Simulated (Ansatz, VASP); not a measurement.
## One calculation of BiB, two programs

The input POSCAR:

```
BiB
1.0
    0.0000000000      2.7448744688      2.7448744688
    2.7448744688      0.0000000000      2.7448744688
    2.7448744688      2.7448744688      0.0000000000
B Bi
1 1
Direct
    0.0000000000      0.0000000000      0.0000000000
    0.2500000000      0.2500000000      0.2500000000
```

File INCAR.step1:

```
PREC = Accurate
ENCUT = 520
EDIFF = 1E-5
ISMEAR = 0
SIGMA = 0.01
LREAL = F
LASPH = T
NELM = 80
ALGO = Normal
ISIF = 2
LWAVE = T
LCHARG = F
GGA = PE
NBANDS = 16
```

Contents of INCAR.step2:

```
PREC = Accurate
ENCUT = 520
EDIFF = 1E-6
ISMEAR = 0
SIGMA = 0.01
LREAL = F
LASPH = T
NELM = 80
ALGO = Normal
ISIF = 2
LWAVE = F
LCHARG = F
GGA = PE
LHFCALC = T
AEXX = 0.1
HFSCREEN = 0.2078
PRECFOCK = Normal
ISTART = 1
NBANDS = 16
```

File KPOINTS:

```
Automatic mesh
0
Gamma
  4 4 4
```

Input for Ansatz:

```yaml
crystal:
  lattice:
    - [0.0, 2.7448744688, 2.7448744688]
    - [2.7448744688, 0.0, 2.7448744688]
    - [2.7448744688, 2.7448744688, 0.0]
  atoms:
    - { symbol: B, position: [0.0, 0.0, 0.0] }
    - { symbol: Bi, position: [0.25, 0.25, 0.25] }
kpoints:
  mp_grid: { grid: [4, 4, 4] }
hamiltonian:
  xc:
    exchange: pbe
    correlation: pbe
    exx: { coeff: 0.1, omega: 0.2078 }
scf:
  occupations: { method: fixed }
  n_extra_bands: 4
output:
  forces: true
  stress: true
  eigenvalues: true
```

Alike in both runs: task single point; functional PBE-based screened hybrid; k mesh 4 × 4 × 4; no spin polarisation.

```csv
,VASP,Ansatz
version,VASP 6.6.1,Ansatz 0.2.0
potentials or method,"VASP PAW PBE potentials, release 64 (B, Bi_d)",plane waves
plane-wave cutoff (eV),520,420
occupations,"gaussian, width 0.01 eV",fixed
valence electrons in the cell,18,18
```

Ansatz gave:

| Property | Result |
| --- | --- |
| gap on the k mesh at the Fermi level (eV) | 0.56 |
| pressure (GPa) | -0.2 |

Question: What did VASP give for the same quantities?

Answer: gap on the k mesh at the Fermi level (eV): 0.55; pressure (GPa): -0.2.

Ansatz warned: «stress_exchange_threshold_loose».

Caveats: the k mesh is coarse (spacing up to 0.50 Å⁻¹), so the values aren't converged; the PAW data sets were made with another functional, which shifts forces and pressure a little (VASP); spin-orbit coupling is left out, which as a rule narrows the gap of such compounds by several tenths of an eV. A k mesh can miss the band edges.
